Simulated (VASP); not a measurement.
# ZnO (zincite): what each functional gives, and what it costs, part 2 of 3

Aim: compute the gap of ZnO (zincite) from the cheapest level upwards and hold each value against experiment. The start is a cell from a database of measured crystal structures.

VASP 6.6.1, plane waves and PAW; the level of theory is named at each step.

So far, least gap on mesh and path (eV): step 2 (bands, level LDA) 0.730; step 3 (bands, level PBE) 0.785; step 4 (bands, level r2SCAN) 1.23; step 5 (bands, level TB-mBJ) 2.58; step 6 (bands, level BLYP) 0.958.

## (7) Bands with SCAN

This step: SCAN; plane waves and PAW (Zn, O) (VASP 6.6.1).

SCAN adds the kinetic-energy density; it is numerically more delicate than r2SCAN.

INCAR

```
SYSTEM = ZnO
PREC = Accurate
ENCUT = 520
EDIFF = 1E-06
NELM = 100
ISMEAR = 0
SIGMA = 0.02
LREAL = .FALSE.
ALGO = Normal
METAGGA = SCAN
LASPH = .TRUE.
NBANDS = 32
LORBIT = 11
LWAVE = .FALSE.
LCHARG = .FALSE.
KPAR = 8
```

POSCAR

```
ZnO
1.0
    3.2493080000      0.0000000000      0.0000000000
   -1.6246540000      2.8139832727      0.0000000000
    0.0000000000      0.0000000000      5.2057090000
Zn O
2 2
Direct
    0.3333333333      0.6666666667      0.5000000000
    0.6666666667      0.3333333333      0.0000000000
    0.6666666667      0.3333333333      0.3790100000
    0.3333333333      0.6666666667      0.8790100000
```

KPOINTS

```
Automatic mesh
0
Gamma
5 5 3
0 0 0
```

KPOINTS_OPT

```
Line mode
16
Line-mode
Reciprocal
  0.00000000   0.00000000   0.00000000 GAMMA
  0.50000000   0.00000000   0.00000000 M

  0.50000000   0.00000000   0.00000000 M
  0.33333333   0.33333333   0.00000000 K

  0.33333333   0.33333333   0.00000000 K
  0.00000000   0.00000000   0.00000000 GAMMA

  0.00000000   0.00000000   0.00000000 GAMMA
  0.00000000   0.00000000   0.50000000 A

  0.00000000   0.00000000   0.50000000 A
  0.50000000   0.00000000   0.50000000 L

  0.50000000   0.00000000   0.50000000 L
  0.33333333   0.33333333   0.50000000 H

  0.33333333   0.33333333   0.50000000 H
  0.00000000   0.00000000   0.50000000 A

  0.50000000   0.00000000   0.50000000 L
  0.50000000   0.00000000   0.00000000 M

  0.33333333   0.33333333   0.00000000 K
  0.33333333   0.33333333   0.50000000 H
```

PAW data sets: Zn and O (PBE family, release 64).

Started as:

```
mpirun -np 8 vasp_std
```

The job ended after 36 s (8 MPI ranks of Intel Xeon Platinum 8488C (Sapphire Rapids), shared host; peak memory 1.4 GiB; 4.7 min of CPU time).

The electronic bands at the labelled points (eV, zero at the valence-band top; v1 is the highest filled band, c1 the lowest empty one):

| point | v4 | v3 | v2 | v1 | c1 | c2 | c3 |
| --- | --- | --- | --- | --- | --- | --- | --- |
| Γ | -0.83 | -0.07 | 0.00 | 0.00 | 1.15 | 5.75 | 8.82 |
| 0.47 of the way | -1.58 | -1.47 | -0.45 | -0.35 | 3.44 | 7.46 | 8.71 |
| M | -2.85 | -2.33 | -1.29 | -0.84 | 6.32 | 7.29 | 8.07 |
| 0.53 of the way | -3.27 | -2.40 | -1.57 | -1.25 | 7.12 | 7.97 | 8.09 |
| K | -3.56 | -1.94 | -1.94 | -1.73 | 8.09 | 8.33 | 8.33 |
| 0.53 of the way | -2.17 | -1.59 | -0.58 | -0.56 | 3.98 | 7.86 | 8.80 |
| Γ | -0.83 | -0.07 | 0.00 | 0.00 | 1.15 | 5.75 | 8.82 |
| 0.47 of the way | -0.72 | -0.72 | -0.10 | -0.10 | 2.16 | 5.26 | 9.25 |
| A | -0.41 | -0.41 | -0.41 | -0.41 | 3.87 | 3.87 | 10.77 |
| 0.47 of the way | -1.28 | -1.28 | -0.90 | -0.90 | 5.11 | 5.11 | 10.18 |
| L | -1.54 | -1.54 | -1.38 | -1.38 | 6.19 | 6.19 | 9.07 |
| 0.47 of the way | -2.09 | -2.09 | -1.29 | -1.29 | 6.88 | 6.88 | 9.10 |
| H | -2.71 | -2.71 | -1.26 | -1.26 | 8.45 | 8.45 | 8.63 |
| 0.47 of the way | -1.50 | -1.50 | -1.26 | -1.26 | 5.80 | 5.80 | 9.85 |
| A | -0.41 | -0.41 | -0.41 | -0.41 | 3.87 | 3.87 | 10.77 |
| jump to L | -1.54 | -1.54 | -1.38 | -1.38 | 6.19 | 6.19 | 9.07 |
| 0.53 of the way | -2.33 | -2.11 | -1.15 | -1.02 | 6.01 | 6.99 | 8.50 |
| M | -2.85 | -2.33 | -1.29 | -0.84 | 6.32 | 7.29 | 8.07 |
| jump to K | -3.56 | -1.94 | -1.94 | -1.73 | 8.09 | 8.33 | 8.33 |
| 0.47 of the way | -3.47 | -1.98 | -1.63 | -1.63 | 8.21 | 8.40 | 8.40 |
| H | -2.71 | -2.71 | -1.26 | -1.26 | 8.45 | 8.45 | 8.63 |

The largest weight of each band there:

| point | v4 | v3 | v2 | v1 | c1 | c2 | c3 |
| --- | --- | --- | --- | --- | --- | --- | --- |
| Γ | O 0.61 | O 0.65 | O 0.63 | O 0.63 | Zn 0.61 | Zn 0.80 | O 0.73 |
| M | Zn 0.58 | O 0.58 | O 0.53 | O 0.62 | Zn 0.62 | Zn 0.56 | Zn 0.70 |
| K | Zn 0.76 | Zn 0.51 | Zn 0.51 | O 0.52 | Zn 0.91 | Zn 0.53 | Zn 0.53 |
| Γ | O 0.61 | O 0.65 | O 0.63 | O 0.63 | Zn 0.61 | Zn 0.80 | O 0.73 |
| A | O 0.62 | O 0.62 | O 0.62 | O 0.62 | O 0.55 | O 0.55 | Zn 0.77 |
| L | O 0.58 | O 0.58 | O 0.58 | O 0.58 | Zn 0.78 | Zn 0.78 | O 0.57 |

The gap is 1.15 eV, direct at Γ. Against LDA that is +0.42 eV; this run took 3.3 times the core time. The gap lies -2.23 eV from the measured 3.38 eV.

## (8) Starting orbitals for the hybrid

This step: PBE; plane waves and PAW (Zn, O) (VASP 6.6.1).

A hybrid converges badly from random orbitals, so a cheap semilocal run writes a WAVECAR on the same mesh first.

INCAR

```
SYSTEM = ZnO
PREC = Accurate
ENCUT = 520
EDIFF = 1E-05
NELM = 100
ISMEAR = 0
SIGMA = 0.02
LREAL = .FALSE.
ALGO = Normal
GGA = PE
NBANDS = 24
LORBIT = 11
LWAVE = .TRUE.
LCHARG = .FALSE.
KPAR = 8
```

POSCAR is that of step 7.

KPOINTS is that of step 7.

Started as:

```
mpirun -np 8 vasp_std
```

Elapsed: 2.8 s, on 8 MPI ranks; peak memory 1.3 GiB.

The gap is read on the k-mesh alone, so it is an upper bound where the band edges lie off the mesh. At this level the cell is under a pressure of 5.6 GPa, so at these settings it is away from equilibrium.

A gap read on the k-mesh alone can miss the band edges.

Numbers from this step:

* SCF cycles: 13
* bands: 24
* free energy (TOTEN): -17.81 eV
* Fermi energy: 1.364 eV
* pressure: 5.609 GPa
* gap on the k-mesh: 0.7841 eV
* least direct gap on the k-mesh: 0.7841 eV

Force by atom:

| atom | x (eV/Å) | y (eV/Å) | z (eV/Å) | size |
| --- | --- | --- | --- | --- |
| Zn1 | 0.0000 | 0.0000 | -0.0753 | 0.0753 |
| Zn2 | 0.0000 | 0.0000 | -0.0753 | 0.0753 |
| O3 | 0.0000 | 0.0000 | 0.0753 | 0.0753 |
| O4 | 0.0000 | 0.0000 | 0.0753 | 0.0753 |

## (9) Bands with HSE06

This step: HSE06; plane waves and PAW (Zn, O) (VASP 6.6.1).

HSE06 mixes in a quarter of exact exchange at short range, at far higher cost; in semiconductors this cures much of the gap error, while metals seldom gain.

INCAR

```
SYSTEM = ZnO
PREC = Accurate
ENCUT = 520
EDIFF = 1E-06
NELM = 100
ISMEAR = 0
SIGMA = 0.02
LREAL = .FALSE.
ALGO = Normal
LHFCALC = .TRUE.
AEXX = 0.25
GGA = PE
HFSCREEN = 0.2
LASPH = .TRUE.
NBANDS = 24
PRECFOCK = Fast
LORBIT = 11
LWAVE = .FALSE.
LCHARG = .FALSE.
KPAR = 8
```

POSCAR is that of step 8.

KPOINTS is that of step 8.

KPOINTS_OPT, as its differences from that of step 7:

```diff
@@ -1,3 +1,3 @@
 Line mode
-16
+6
 Line-mode
```

The WAVECAR or CHGCAR of an earlier step is read.

Started as:

```
mpirun -np 8 vasp_std
```

Run time: 8.9 min. Hardware: 8 MPI ranks; peak memory 2.4 GiB.

Electronic bands along the path, in eV, zero at the valence-band top; v1 is the highest filled band, c1 the lowest empty one:

| point | v4 | v3 | v2 | v1 | c1 | c2 | c3 |
| --- | --- | --- | --- | --- | --- | --- | --- |
| Γ | -0.87 | -0.06 | 0.00 | 0.00 | 2.50 | 7.22 | 10.36 |
| 0.40 of the way | -1.41 | -1.39 | -0.36 | -0.28 | 4.36 | 8.66 | 10.22 |
| M | -3.06 | -2.40 | -1.40 | -0.87 | 7.80 | 8.69 | 9.44 |
| 0.60 of the way | -3.50 | -2.56 | -1.72 | -1.44 | 8.82 | 9.44 | 9.54 |
| K | -3.89 | -2.10 | -2.10 | -1.84 | 9.41 | 9.92 | 9.92 |
| 0.60 of the way | -2.02 | -1.39 | -0.46 | -0.45 | 4.81 | 9.05 | 10.21 |
| Γ | -0.87 | -0.06 | 0.00 | 0.00 | 2.50 | 7.22 | 10.36 |
| 0.40 of the way | -0.78 | -0.70 | -0.08 | -0.08 | 3.24 | 6.85 | 10.66 |
| A | -0.43 | -0.43 | -0.43 | -0.43 | 5.26 | 5.26 | 12.25 |
| 0.60 of the way | -1.46 | -1.46 | -1.19 | -1.19 | 6.99 | 6.99 | 11.26 |
| L | -1.60 | -1.60 | -1.44 | -1.44 | 7.55 | 7.55 | 10.71 |
| 0.40 of the way | -2.10 | -2.10 | -1.34 | -1.34 | 8.09 | 8.09 | 10.72 |
| H | -2.93 | -2.93 | -1.28 | -1.28 | 9.87 | 9.87 | 10.07 |
| 0.40 of the way | -1.81 | -1.81 | -1.35 | -1.35 | 7.59 | 7.59 | 11.20 |
| A | -0.43 | -0.43 | -0.43 | -0.43 | 5.26 | 5.26 | 12.25 |
| jump to L | -1.60 | -1.60 | -1.44 | -1.44 | 7.55 | 7.55 | 10.71 |
| 0.40 of the way | -2.18 | -2.06 | -1.19 | -1.17 | 7.33 | 8.19 | 10.22 |
| M | -3.06 | -2.40 | -1.40 | -0.87 | 7.80 | 8.69 | 9.44 |
| jump to K | -3.89 | -2.10 | -2.10 | -1.84 | 9.41 | 9.92 | 9.92 |
| 0.40 of the way | -3.89 | -2.05 | -1.79 | -1.79 | 9.53 | 9.95 | 9.95 |
| H | -2.93 | -2.93 | -1.28 | -1.28 | 9.87 | 9.87 | 10.07 |

The largest weight of each band there:

| point | v4 | v3 | v2 | v1 | c1 | c2 | c3 |
| --- | --- | --- | --- | --- | --- | --- | --- |
| Γ | O 0.68 | O 0.71 | O 0.69 | O 0.69 | Zn 0.60 | Zn 0.80 | O 0.73 |
| M | O 0.56 | O 0.68 | O 0.62 | O 0.69 | Zn 0.63 | Zn 0.58 | Zn 0.70 |
| K | Zn 0.50 | O 0.59 | O 0.59 | O 0.61 | Zn 0.92 | Zn 0.53 | Zn 0.53 |
| Γ | O 0.68 | O 0.71 | O 0.69 | O 0.69 | Zn 0.60 | Zn 0.80 | O 0.73 |
| A | O 0.68 | O 0.68 | O 0.68 | O 0.68 | O 0.54 | O 0.54 | Zn 0.77 |
| L | O 0.67 | O 0.67 | O 0.66 | O 0.66 | Zn 0.78 | Zn 0.78 | O 0.56 |

The gap is 2.50 eV, direct at Γ. Against LDA that is +1.77 eV; this run took 49 times the core time, on fewer points of the path. The gap lies -0.88 eV from the measured 3.38 eV.

## (10) Dielectric constant for the exchange share

This step: PBE; plane waves and PAW (Zn, O) (VASP 6.6.1).

The share of exact exchange of the next level is the inverse of the dielectric constant, which this PBE response run supplies.

INCAR

```
SYSTEM = ZnO
PREC = Accurate
ENCUT = 520
EDIFF = 1E-08
NELM = 100
ISMEAR = 0
SIGMA = 0.01
LREAL = .FALSE.
ALGO = Normal
GGA = PE
NBANDS = 24
LORBIT = 11
LWAVE = .FALSE.
LCHARG = .FALSE.
KPAR = 8
LEPSILON = .TRUE.
```

POSCAR is that of step 9.

KPOINTS

```
Automatic mesh
0
Gamma
9 9 5
0 0 0
```

Started as:

```
mpirun -np 8 vasp_std
```

Run time: 44 s. Hardware: 8 MPI ranks; peak memory 3.5 GiB.

Energies printed during the response cycles are not total energies of the cell. With a direct gap this small, the dielectric response converges slowly with the mesh, so tensor and charges are uncertain; a mesh that holds the point of the least gap tends to give too large a tensor.

This step gave:

| Property | Result |
| --- | --- |
| irreducible k-points | 36 |
| Fermi energy | 1.256 eV |
| pressure | 6.046 GPa |
| gap on the k-mesh | 0.7883 eV |
| least direct gap on the k-mesh | 0.7883 eV |

Electronic dielectric tensor with local fields:

```
5.91 0.00 0.00
0.00 5.91 0.00
0.00 0.00 5.78
```

Born effective charge (e), principal values of the symmetric part by kind of site:

| atom | atoms with these values | low | middle | high | mean |
| --- | --- | --- | --- | --- | --- |
| Zn1 | 2 | 2.13 | 2.13 | 2.17 | 2.14 |
| O3 | 2 | -2.17 | -2.13 | -2.13 | -2.14 |

In full for O3:

```
-2.13  0.00  0.00
 0.00 -2.13  0.00
 0.00  0.00 -2.17
```

Piezoelectric tensor with clamped ions (C/m²), by row:

| field | xx | yy | zz | xy | yz | zx |
| --- | --- | --- | --- | --- | --- | --- |
| x | 0 | 0 | 0 | 0 | 0 | 0.4048 |
| y | 0 | 0 | 0 | 0 | 0.4048 | 0 |
| z | 0.3811 | 0.3811 | -0.7712 | 0 | 0 | 0 |

Force by atom:

| atom | x (eV/Å) | y (eV/Å) | z (eV/Å) | size |
| --- | --- | --- | --- | --- |
| Zn1 | 0.0000 | 0.0000 | -0.0751 | 0.0751 |
| Zn2 | 0.0000 | 0.0000 | -0.0751 | 0.0751 |
| O3 | 0.0000 | 0.0000 | 0.0751 | 0.0751 |
| O4 | 0.0000 | 0.0000 | 0.0751 | 0.0751 |

The Born charges sum to zero; the printed set may have that rule imposed, so this is no test.

## (11) Bands with r2SCAN-EpsX, ε∞ used 5.865

This step: r2SCAN-EpsX, exact-exchange share 1/5.865; plane waves and PAW (Zn, O) (VASP 6.6.1).

Here the share of exact exchange is set to the inverse of the computed dielectric constant, since screening weakens exchange.

INCAR

```
SYSTEM = ZnO
PREC = Accurate
ENCUT = 520
EDIFF = 1E-06
NELM = 100
ISMEAR = 0
SIGMA = 0.02
LREAL = .FALSE.
ALGO = Normal
LHFCALC = .TRUE.
AEXX = 0.171
METAGGA = R2SCAN
LASPH = .TRUE.
NBANDS = 24
PRECFOCK = Fast
HFRCUT = -1
LORBIT = 11
LWAVE = .FALSE.
LCHARG = .FALSE.
KPAR = 8
```

POSCAR is that of step 10.

KPOINTS

```
Automatic mesh
0
Gamma
5 5 3
0 0 0
```

KPOINTS_OPT is that of step 9.

Started as:

```
mpirun -np 8 vasp_std
```

It took 9.4 min on 8 MPI ranks; peak memory 1.7 GiB; 75 min of CPU time.

The share of exact exchange rests on that dielectric constant; a constant that is too large makes it too small.

Electronic bands along the path, in eV, zero at the valence-band top; v1 is the highest filled band, c1 the lowest empty one:

| point | v4 | v3 | v2 | v1 | c1 | c2 | c3 |
| --- | --- | --- | --- | --- | --- | --- | --- |
| Γ | -0.87 | -0.06 | 0.00 | 0.00 | 2.78 | 7.58 | 10.67 |
| 0.40 of the way | -1.38 | -1.38 | -0.36 | -0.28 | 4.65 | 9.02 | 10.52 |
| M | -3.03 | -2.41 | -1.38 | -0.87 | 8.16 | 8.98 | 9.74 |
| 0.60 of the way | -3.51 | -2.53 | -1.71 | -1.42 | 9.18 | 9.72 | 9.82 |
| K | -3.84 | -2.07 | -2.07 | -1.83 | 9.69 | 10.29 | 10.29 |
| 0.60 of the way | -1.99 | -1.38 | -0.45 | -0.45 | 5.11 | 9.41 | 10.52 |
| Γ | -0.87 | -0.06 | 0.00 | 0.00 | 2.78 | 7.58 | 10.67 |
| 0.40 of the way | -0.78 | -0.69 | -0.08 | -0.08 | 3.52 | 7.19 | 11.00 |
| A | -0.43 | -0.43 | -0.43 | -0.43 | 5.57 | 5.57 | 12.65 |
| 0.60 of the way | -1.46 | -1.46 | -1.18 | -1.18 | 7.29 | 7.29 | 11.63 |
| L | -1.60 | -1.60 | -1.44 | -1.44 | 7.87 | 7.87 | 11.05 |
| 0.40 of the way | -2.08 | -2.08 | -1.34 | -1.34 | 8.41 | 8.41 | 11.07 |
| H | -2.90 | -2.90 | -1.29 | -1.29 | 10.15 | 10.15 | 10.47 |
| 0.40 of the way | -1.80 | -1.80 | -1.35 | -1.35 | 7.90 | 7.90 | 11.57 |
| A | -0.43 | -0.43 | -0.43 | -0.43 | 5.57 | 5.57 | 12.65 |
| jump to L | -1.60 | -1.60 | -1.44 | -1.44 | 7.87 | 7.87 | 11.05 |
| 0.40 of the way | -2.17 | -2.06 | -1.19 | -1.17 | 7.67 | 8.49 | 10.54 |
| M | -3.03 | -2.41 | -1.38 | -0.87 | 8.16 | 8.98 | 9.74 |
| jump to K | -3.84 | -2.07 | -2.07 | -1.83 | 9.69 | 10.29 | 10.29 |
| 0.40 of the way | -3.85 | -2.04 | -1.79 | -1.79 | 9.81 | 10.32 | 10.33 |
| H | -2.90 | -2.90 | -1.29 | -1.29 | 10.15 | 10.15 | 10.47 |

The largest weight of each band there:

| point | v4 | v3 | v2 | v1 | c1 | c2 | c3 |
| --- | --- | --- | --- | --- | --- | --- | --- |
| Γ | O 0.66 | O 0.69 | O 0.67 | O 0.67 | Zn 0.61 | Zn 0.81 | O 0.73 |
| M | O 0.52 | O 0.65 | O 0.59 | O 0.67 | Zn 0.63 | Zn 0.57 | Zn 0.70 |
| K | Zn 0.55 | O 0.57 | O 0.57 | O 0.58 | Zn 0.93 | Zn 0.54 | Zn 0.54 |
| Γ | O 0.66 | O 0.69 | O 0.67 | O 0.67 | Zn 0.61 | Zn 0.81 | O 0.73 |
| A | O 0.66 | O 0.66 | O 0.66 | O 0.66 | O 0.54 | O 0.54 | Zn 0.77 |
| L | O 0.65 | O 0.65 | O 0.64 | O 0.64 | Zn 0.78 | Zn 0.78 | O 0.56 |

The gap is 2.78 eV, direct at Γ. Against LDA that is +2.05 eV; this run took 51 times the core time, on fewer points of the path. The gap lies -0.60 eV from the measured 3.38 eV.

## (12) Bands with r2SCANh

This step: r2SCANh; plane waves and PAW (Zn, O) (VASP 6.6.1).

r2SCANh replaces a tenth of the r2SCAN exchange by exact exchange. A prediction first. If the gap is linear in the share of exact exchange, r2SCAN (1.23 eV at 0) and r2SCAN-EpsX (2.78 eV at 0.171) give a slope of 9.08 eV per unit share, so a share of 0.100 should give 2.14 eV.

INCAR, as its differences from that of step 11:

```diff
@@ -10,3 +10,3 @@
 LHFCALC = .TRUE.
-AEXX = 0.171
+AEXX = 0.1
 METAGGA = R2SCAN
```

POSCAR is that of step 11.

KPOINTS is that of step 11.

KPOINTS_OPT is that of step 11.

Started as:

```
mpirun -np 8 vasp_std
```

Run time: 8.9 min. Hardware: 8 MPI ranks; peak memory 1.8 GiB; 71 min of CPU time.

The electronic bands at the labelled points (eV, zero at the valence-band top; v1 is the highest filled band, c1 the lowest empty one):

| point | v4 | v3 | v2 | v1 | c1 | c2 | c3 |
| --- | --- | --- | --- | --- | --- | --- | --- |
| Γ | -0.85 | -0.07 | 0.00 | 0.00 | 2.13 | 6.85 | 9.92 |
| 0.40 of the way | -1.36 | -1.36 | -0.36 | -0.28 | 4.00 | 8.27 | 9.80 |
| M | -2.96 | -2.38 | -1.35 | -0.86 | 7.42 | 8.30 | 9.06 |
| 0.60 of the way | -3.47 | -2.46 | -1.68 | -1.39 | 8.42 | 9.06 | 9.12 |
| K | -3.74 | -2.02 | -2.02 | -1.79 | 9.04 | 9.51 | 9.51 |
| 0.60 of the way | -1.94 | -1.36 | -0.44 | -0.44 | 4.44 | 8.65 | 9.81 |
| Γ | -0.85 | -0.07 | 0.00 | 0.00 | 2.13 | 6.85 | 9.92 |
| 0.40 of the way | -0.77 | -0.70 | -0.08 | -0.08 | 2.89 | 6.47 | 10.25 |
| A | -0.42 | -0.42 | -0.42 | -0.42 | 4.88 | 4.88 | 11.90 |
| 0.60 of the way | -1.43 | -1.43 | -1.16 | -1.16 | 6.60 | 6.60 | 10.87 |
| L | -1.58 | -1.58 | -1.42 | -1.42 | 7.20 | 7.20 | 10.26 |
| 0.40 of the way | -2.04 | -2.04 | -1.33 | -1.33 | 7.73 | 7.73 | 10.28 |
| H | -2.83 | -2.83 | -1.28 | -1.28 | 9.46 | 9.46 | 9.74 |
| 0.40 of the way | -1.76 | -1.76 | -1.33 | -1.33 | 7.19 | 7.19 | 10.81 |
| A | -0.42 | -0.42 | -0.42 | -0.42 | 4.88 | 4.88 | 11.90 |
| jump to L | -1.58 | -1.58 | -1.42 | -1.42 | 7.20 | 7.20 | 10.26 |
| 0.40 of the way | -2.13 | -2.03 | -1.16 | -1.15 | 6.99 | 7.82 | 9.78 |
| M | -2.96 | -2.38 | -1.35 | -0.86 | 7.42 | 8.30 | 9.06 |
| jump to K | -3.74 | -2.02 | -2.02 | -1.79 | 9.04 | 9.51 | 9.51 |
| 0.40 of the way | -3.74 | -1.99 | -1.75 | -1.75 | 9.15 | 9.55 | 9.55 |
| H | -2.83 | -2.83 | -1.28 | -1.28 | 9.46 | 9.46 | 9.74 |

The largest weight of each band there:

| point | v4 | v3 | v2 | v1 | c1 | c2 | c3 |
| --- | --- | --- | --- | --- | --- | --- | --- |
| Γ | O 0.64 | O 0.68 | O 0.66 | O 0.66 | Zn 0.61 | Zn 0.80 | O 0.73 |
| M | Zn 0.52 | O 0.63 | O 0.56 | O 0.65 | Zn 0.63 | Zn 0.57 | Zn 0.70 |
| K | Zn 0.64 | O 0.54 | O 0.54 | O 0.56 | Zn 0.92 | Zn 0.54 | Zn 0.54 |
| Γ | O 0.64 | O 0.68 | O 0.66 | O 0.66 | Zn 0.61 | Zn 0.80 | O 0.73 |
| A | O 0.65 | O 0.65 | O 0.65 | O 0.65 | O 0.54 | O 0.54 | Zn 0.77 |
| L | O 0.62 | O 0.62 | O 0.62 | O 0.62 | Zn 0.78 | Zn 0.78 | O 0.56 |

The gap is 2.13 eV, direct at Γ. Against LDA that is +1.40 eV; this run took 48 times the core time, on fewer points of the path. The gap lies -1.25 eV from the measured 3.38 eV. The straight line predicted 2.14 eV, which is +0.01 eV off.

## (13) Bands with PBE-EpsX, ε∞ used 5.865

This step: PBE-EpsX, exact-exchange share 1/5.865; plane waves and PAW (Zn, O) (VASP 6.6.1).

INCAR, as its differences from that of step 12:

```diff
@@ -10,4 +10,4 @@
 LHFCALC = .TRUE.
-AEXX = 0.1
-METAGGA = R2SCAN
+AEXX = 0.171
+GGA = PE
 LASPH = .TRUE.
```

POSCAR is that of step 12.

KPOINTS is that of step 12.

KPOINTS_OPT is that of step 12.

Started as:

```
mpirun -np 8 vasp_std
```

Wall time 8.6 min (8 MPI ranks); peak memory 1.6 GiB.

The electronic bands at the labelled points (eV, zero at the valence-band top; v1 is the highest filled band, c1 the lowest empty one):

| point | v4 | v3 | v2 | v1 | c1 | c2 | c3 |
| --- | --- | --- | --- | --- | --- | --- | --- |
| Γ | -0.86 | -0.06 | 0.00 | 0.00 | 2.41 | 7.07 | 10.20 |
| 0.40 of the way | -1.41 | -1.37 | -0.36 | -0.28 | 4.29 | 8.49 | 10.09 |
| M | -3.02 | -2.38 | -1.38 | -0.86 | 7.65 | 8.60 | 9.36 |
| 0.60 of the way | -3.49 | -2.51 | -1.71 | -1.41 | 8.65 | 9.36 | 9.43 |
| K | -3.84 | -2.06 | -2.06 | -1.82 | 9.35 | 9.72 | 9.72 |
| 0.60 of the way | -1.99 | -1.38 | -0.45 | -0.44 | 4.74 | 8.87 | 10.09 |
| Γ | -0.86 | -0.06 | 0.00 | 0.00 | 2.41 | 7.07 | 10.20 |
| 0.40 of the way | -0.78 | -0.71 | -0.08 | -0.08 | 3.17 | 6.72 | 10.50 |
| A | -0.43 | -0.43 | -0.43 | -0.43 | 5.18 | 5.18 | 12.07 |
| 0.60 of the way | -1.45 | -1.45 | -1.17 | -1.17 | 6.88 | 6.88 | 11.08 |
| L | -1.59 | -1.59 | -1.42 | -1.42 | 7.45 | 7.45 | 10.49 |
| 0.40 of the way | -2.07 | -2.07 | -1.33 | -1.33 | 7.99 | 7.99 | 10.51 |
| H | -2.89 | -2.89 | -1.28 | -1.28 | 9.77 | 9.77 | 9.92 |
| 0.40 of the way | -1.79 | -1.79 | -1.34 | -1.34 | 7.47 | 7.47 | 11.02 |
| A | -0.43 | -0.43 | -0.43 | -0.43 | 5.18 | 5.18 | 12.07 |
| jump to L | -1.59 | -1.59 | -1.42 | -1.42 | 7.45 | 7.45 | 10.49 |
| 0.40 of the way | -2.16 | -2.04 | -1.17 | -1.16 | 7.23 | 8.09 | 10.05 |
| M | -3.02 | -2.38 | -1.38 | -0.86 | 7.65 | 8.60 | 9.36 |
| jump to K | -3.84 | -2.06 | -2.06 | -1.82 | 9.35 | 9.72 | 9.72 |
| 0.40 of the way | -3.82 | -2.03 | -1.77 | -1.77 | 9.46 | 9.76 | 9.76 |
| H | -2.89 | -2.89 | -1.28 | -1.28 | 9.77 | 9.77 | 9.92 |

The largest weight of each band there:

| point | v4 | v3 | v2 | v1 | c1 | c2 | c3 |
| --- | --- | --- | --- | --- | --- | --- | --- |
| Γ | O 0.66 | O 0.70 | O 0.68 | O 0.68 | Zn 0.60 | Zn 0.80 | O 0.73 |
| M | O 0.52 | O 0.66 | O 0.59 | O 0.68 | Zn 0.62 | Zn 0.58 | Zn 0.69 |
| K | Zn 0.57 | O 0.57 | O 0.57 | O 0.59 | Zn 0.91 | Zn 0.53 | Zn 0.53 |
| Γ | O 0.66 | O 0.70 | O 0.68 | O 0.68 | Zn 0.60 | Zn 0.80 | O 0.73 |
| A | O 0.67 | O 0.67 | O 0.67 | O 0.67 | O 0.55 | O 0.55 | Zn 0.77 |
| L | O 0.65 | O 0.65 | O 0.64 | O 0.64 | Zn 0.78 | Zn 0.78 | O 0.57 |

The gap is 2.41 eV, direct at Γ. Against LDA that is +1.68 eV; this run took 47 times the core time, on fewer points of the path. The gap lies -0.97 eV from the measured 3.38 eV.

[end of part 2 of 3]

[Lines on the potential files, build, host, timing and source positions are cut from VASP's logs without a mark.]

[Logs are printed without paths, hosts, clocks, repeated set-up lines and the standing remarks that a program may print on its own settings, such as how far it seeks lower states.]

[Hosts, paths, dates, database ids (printed as entryN), source tags and the programs' standing remarks are cut or masked in the printed files.]

[Measured values are set beside computed ones only where the two were judged alike; some that the calculation misses by far are left out.]
